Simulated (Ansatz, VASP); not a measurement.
**MoW2: VASP beside Ansatz**

INCAR

```
  ALGO = Normal
  EDIFF = 1E-6
  ENCUT = 520
  GGA = PE
  ISIF = 2
  ISMEAR = 0
  ISPIN = 2
  LASPH = T
  LCHARG = F
  LMAXMIX = 4
  LORBIT = 11
  LREAL = F
  LWAVE = F
  MAGMOM = 1 0 0
  NBANDS = 32
  NELM = 150
  PREC = Accurate
  SIGMA = 0.1
```

The input KPOINTS:

```
k-points
0
Gamma
  6 6 6
```

POSCAR

```
MoW2
1.0
    4.4947068611      0.0000000000      0.0000000000
   -2.2473534306      3.8925303243      0.0000000000
    0.0000000000      0.0000000000      2.7482865237
Mo W
1 2
Direct
    0.0000000000      0.0000000000      0.0000000000
    0.6666666667      0.3333333333      0.3309307575
    0.3333333333      0.6666666667      0.6690692425
```

Input for Ansatz:

```yaml
crystal:
  lattice:
    - [4.4947068611, 0.0, 0.0]
    - [-2.2473534306, 3.8925303243, 0.0]
    - [0.0, 0.0, 2.7482865237]
  atoms:
    - { symbol: Mo, position: [0.0, 0.0, 0.0], spin: 1.0 }
    - { symbol: W, position: [0.6666666667, 0.3333333333, 0.3309307575] }
    - { symbol: W, position: [0.3333333333, 0.6666666667, 0.6690692425] }
basis:
  ecutwfc: 420
kpoints:
  mp_grid: { grid: [6, 6, 6] }
hamiltonian:
  xc: pbe
scf:
  occupations: { method: gaussian, width: 0.1 }
  lower_state_search: "off"
output:
  forces: true
  stress: true
  eigenvalues: true
  populations: true
magnetization:
  spin_polarized: true
```

Change from the starting cell: the structure that the rattled cell fell into.

Alike in both runs: task single point; functional PBE; k mesh 6 × 6 × 6; occupations gaussian, width 0.1 eV; collinear spin.

|  | VASP | Ansatz |
| --- | --- | --- |
| version | VASP 6.6.1 | Ansatz 0.2.0 |
| potentials or method | VASP PAW PBE potentials, release 64 (Mo_sv, W_sv) | scalar-relativistic, plane waves, PAW |
| plane-wave cutoff (eV) | 520 | 420 |
| valence electrons in the cell | 42 | 42 |

Ansatz gave:

```
gap on the k mesh at the Fermi level (eV)       : none
pressure (GPa)                                  : -0.2
largest component of the traceless stress (GPa) : 1.26
rms of the force components (eV/Å)              : 0.003
net moment per atom (μB)                        : 0.00
```

Question: Which values does VASP return?

Answer: gap on the k mesh at the Fermi level (eV): none; pressure (GPa): 0.3; largest component of the traceless stress (GPa): 1.26; rms of the force components (eV/Å): 0.002; net moment per atom (μB): 0.00.

Atom by atom the forces differ by 0.001 eV/Å (rms over components). A gap of «none» marks a metal or a gap that the smearing closes. Ansatz warned: «seeded_moment_not_kept».

Caveats: the k mesh is coarse (spacing up to 0.38 Å⁻¹), so the values aren't converged. The runs have no spin-orbit coupling, so splittings on W are missing.
